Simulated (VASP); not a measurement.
# NaCl (Halite): input slips in a band-gap run and what they do, part 2 of 2

Aim: see how common mistakes in a band-structure run show up, on NaCl (Halite). The starting structure is a measured crystal structure from the Crystallography Open Database. Cell and atoms stay as given unless a step says otherwise.

VASP 6.6.1.

Results so far: reference 4.696 eV.

### 5. Bands with a k mesh far too coarse and no band path (continued)

Level of this step: LDA; plane waves and PAW (Cl, Na_pv) (VASP).

From OUTCAR (step 5):

```text
  Total       -0.6398350     -0.6398350     -0.6398350     -0.0000000      0.0000000      0.0000000
  in kB      -22.8492469    -22.8492469    -22.8492469     -0.0000000      0.0000000      0.0000000
  external PRESSURE =     -22.8492469 kB  Pullay stress =       0.0000000 kB

  FREE ENERGIE OF THE ION-ELECTRON SYSTEM (eV)
  ---------------------------------------------------
  free  energy   TOTEN  =        -7.3335805917 eV

  energy  without entropy=       -7.3335805917  energy(sigma->0) =       -7.33358059

[... 2 parts as in an earlier step ...]

[... 2 further parts left out ...]
[key lines of the parts left out:]
E-fermi :  -0.7020
```

With a k mesh far too coarse and no band path the gap is 4.681 eV, -0.015 eV from the reference, read on the mesh alone.

### 6. Bands with too few electronic steps

A slip made on purpose: too few electronic steps. Against step 2 the input has NELM = 4.

File INCAR:

```
SYSTEM = NaCl
PREC = Accurate
ENCUT = 350
EDIFF = 1E-06
NELM = 4
ISMEAR = 0
SIGMA = 0.03
LREAL = .FALSE.
ALGO = Normal
GGA = CA
NBANDS = 19
LORBIT = 11
LWAVE = .FALSE.
LCHARG = .FALSE.
KPAR = 4
```

File POSCAR:

```
NaCl
1.0
    0.0000000000      2.8202800000      2.8202800000
    2.8202800000      0.0000000000      2.8202800000
    2.8202800000      2.8202800000      0.0000000000
Cl Na
1 1
Direct
    0.5000000000      0.5000000000      0.5000000000
    0.0000000000      0.0000000000      0.0000000000
```

File KPOINTS:

```
Automatic mesh
0
Gamma
6 6 6
0 0 0
```

File KPOINTS_OPT:

```
Line mode
10
Line-mode
Reciprocal
  0.00000000   0.00000000   0.00000000 GAMMA
  0.50000000   0.00000000   0.50000000 X

  0.50000000   0.00000000   0.50000000 X
  0.50000000   0.25000000   0.75000000 W

  0.50000000   0.25000000   0.75000000 W
  0.37500000   0.37500000   0.75000000 K

  0.37500000   0.37500000   0.75000000 K
  0.00000000   0.00000000   0.00000000 GAMMA

  0.00000000   0.00000000   0.00000000 GAMMA
  0.50000000   0.50000000   0.50000000 L

  0.50000000   0.50000000   0.50000000 L
  0.62500000   0.25000000   0.62500000 U

  0.62500000   0.25000000   0.62500000 U
  0.50000000   0.25000000   0.75000000 W

  0.50000000   0.25000000   0.75000000 W
  0.50000000   0.50000000   0.50000000 L

  0.50000000   0.50000000   0.50000000 L
  0.37500000   0.37500000   0.75000000 K

  0.62500000   0.25000000   0.62500000 U
  0.50000000   0.00000000   0.50000000 X
```

Potentials, in the order of the species: Cl and Na_pv (LDA family, release 64).

The run is started by

```bash
> mpirun -np 4 vasp_std
```

The log of the run:

```text
[... set-up lines as in an earlier step ...]
 entering main loop
       N       E                     dE             d eps       ncg     rms          rms(c)
[... 4 cycles as in an earlier step ...]
 -----------------------------------------------------------------------------
|                                                                             |
|           W    W    AA    RRRRR   N    N  II  N    N   GGGG   !!!           |
|           W    W   A  A   R    R  NN   N  II  NN   N  G    G  !!!           |
|           W    W  A    A  R    R  N N  N  II  N N  N  G       !!!           |
|           W WW W  AAAAAA  RRRRR   N  N N  II  N  N N  G  GGG   !            |
|           WW  WW  A    A  R   R   N   NN  II  N   NN  G    G                |
|           W    W  A    A  R    R  N    N  II  N    N   GGGG   !!!           |
|                                                                             |
|     The electronic self-consistency was not achieved in the given           |
|     number of steps (NELM). The forces and other quantities evaluated       |
|     might not be reliable so examine the results carefully. If you find     |
|     spurious results, we suggest increasing NELM, if you were close to      |
|     convergence or switching to a different ALGO or adjusting the           |
|     density mixing parameters otherwise.                                    |
|                                                                             |
 -----------------------------------------------------------------------------

   1 F= -.75550789E+01 E0= -.75550789E+01  d E =-.717568E-25
 Start KPOINTS_OPT (optional k-point list driver)
k-point batch [1-16\100]
       N       E                     dE             ncg
DAV:   1    -0.114593915187E+04   -0.58171E+04      624
DAV:   2    -0.258560399724E+04   -0.14397E+04      693
DAV:   3    -0.267754529681E+04   -0.91941E+02      735
DAV:   4    -0.267858971586E+04   -0.10444E+01      732
[...]
k-point batch [97-100\100]
       N       E                     dE             ncg
DAV:   1     0.459087105480E+04   -0.21896E+04      152
DAV:   2     0.423521117449E+04   -0.35566E+03      203
DAV:   3     0.421275143763E+04   -0.22460E+02      166
DAV:   4     0.421249968405E+04   -0.25175E+00      184
```

It took 7 s on 4 MPI ranks of AMD EPYC 7R43, shared host; peak memory 0.42 GiB.

OUTCAR, selected parts (step 6):

```text
  Total        4.0595858      4.0595858      4.0595858      0.0000000     -0.0000000      0.0000000
  in kB      144.9724990    144.9724990    144.9724990      0.0000000     -0.0000000      0.0000000
  external PRESSURE =     144.9724990 kB  Pullay stress =       0.0000000 kB

 POSITION                                       TOTAL-FORCE (eV/Angst)
 -----------------------------------------------------------------------------------
      2.82028      2.82028      2.82028        -0.000000      0.000000     -0.000000
      0.00000      0.00000      0.00000         0.000000      0.000000      0.000000
 -----------------------------------------------------------------------------------
    total drift:                               -0.000000     -0.000000      0.000000

  FREE ENERGIE OF THE ION-ELECTRON SYSTEM (eV)
  ---------------------------------------------------
  free  energy   TOTEN  =        -7.5550788704 eV

  energy  without entropy=       -7.5550788704  energy(sigma->0) =       -7.55507887

[... 2 parts as in an earlier step ...]

[... 1 further part left out ...]
[key lines of the parts left out:]
E-fermi :  -1.6457
```

The electronic loop didn't reach EDIFF within its 4 cycles (NELM).

### 7. Comparison

| run | ended | gap (eV) | change (eV) | core minutes |
| --- | --- | --- | --- | --- |
| reference | converged | 4.696 | - | 0.787 |
| no empty bands | converged | - | - | 0.147 |
| a hybrid's name typed into the meta-GGA tag | stopped by VASP | - | - | 0.267 |
| a k mesh far too coarse and no band path | converged | 4.681 | -0.015 | 0.107 |
| too few electronic steps | not converged | - | - | 0.467 |

Core minutes are wall time times ranks of the run shown, on a shared host.

### 8. Outcome

```
reference gap                                        : 4.696 eV
gap with a k mesh far too coarse and no band path    : 4.681 eV
run with no empty bands                              : converged
run with a hybrid's name typed into the meta-GGA tag : stopped by VASP
run with too few electronic steps                    : not converged
```

VASP stopped by itself in the run with a hybrid's name typed into the meta-GGA tag. The run with too few electronic steps didn't converge. The run without empty bands converged, and still can't show a gap. Little came of a k mesh far too coarse and no band path in this material. Further runs on this material are not shown.

[Lines on the potential files, build, host, timing and source positions are cut from VASP's logs without a mark.]

[Logs are printed without paths, hosts, clocks, repeated set-up lines and the standing remarks that a program may print on its own settings, such as how far it seeks lower states.]

[Hosts, paths, dates, database ids (printed as entryN), source tags and the programs' standing remarks are cut or masked in the printed files.]
